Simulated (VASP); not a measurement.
The input files of a VASP run:

INCAR:
```
AGGAC = 0.0
ALGO = Normal
EDIFF = 1E-7
ENCUT = 520
GGA = MK
ISIF = 2
ISMEAR = -5
LASPH = T
LCHARG = T
LEFG = T
LMAXMIX = 4
LORBIT = 11
LREAL = F
LUSE_VDW = T
LWAVE = F
NEDOS = 601
NELM = 100
PARAM1 = 0.1234568
PARAM2 = 0.7114
PREC = Accurate
SYSTEM = Se
ZAB_VDW = -1.8867
```

KPOINTS:
```
Automatic
0
G
 7 7 5
0 0 0
```

POSCAR:
```
Se
4.1139640
  0.5000000518  -0.8660254905   0.0000000000
  0.5000000518   0.8660254905   0.0000000000
  0.0000000000   0.0000000000   1.2560471601
Se
3
Cart
  0.1231070027   0.2132275827   0.8373651921
  0.7537860982  -0.0000000000   0.0000000000
  0.1231070027  -0.2132275827   0.4186819680
```

POTCAR, in this order: Se (PBE.64 set). Program: vasp_std.

Task: Translate this rev-vdW-DF2 calculation to Quantum ESPRESSO's pw.x.

Result: One equivalent input (not run):
```
&CONTROL
  calculation = 'scf'
  pseudo_dir = './pseudo'
  outdir = './out'
  tprnfor = .true.
  tstress = .true.
/
&SYSTEM
  ibrav = 0
  nat = 3
  ntyp = 1
  ecutwfc = 86
  occupations = 'tetrahedra'
  input_dft = 'vdw-df2-b86r'
/
&ELECTRONS
  conv_thr = 7.3e-09
  electron_maxstep = 100
/
ATOMIC_SPECIES
  Se 78.971 Se.upf
CELL_PARAMETERS angstrom
     2.0569822   -3.5627977    0.0000000
     2.0569822    3.5627977    0.0000000
     0.0000000    0.0000000    5.1673328
ATOMIC_POSITIONS crystal
  Se   0.0000000  0.2462140  0.6666670
  Se   0.7537860  0.7537860  0.0000000
  Se   0.2462140  0.0000000  0.3333330
K_POINTS automatic
  7 7 5 0 0 0
```
The two are equivalent in intent, not identical: the potentials are each code's own (VASP's PAW set, PseudoDojo norm-conserving files in pw.x), so ENCUT and ecutwfc are chosen apart and not converted; conv_thr bounds pw.x's estimated SCF error, while EDIFF bounds the energy change between steps; the field gradients of LEFG aren't asked of the other code.

The compound is Se in the trig structure. It was relaxed first, which changed the volume by -7 %.
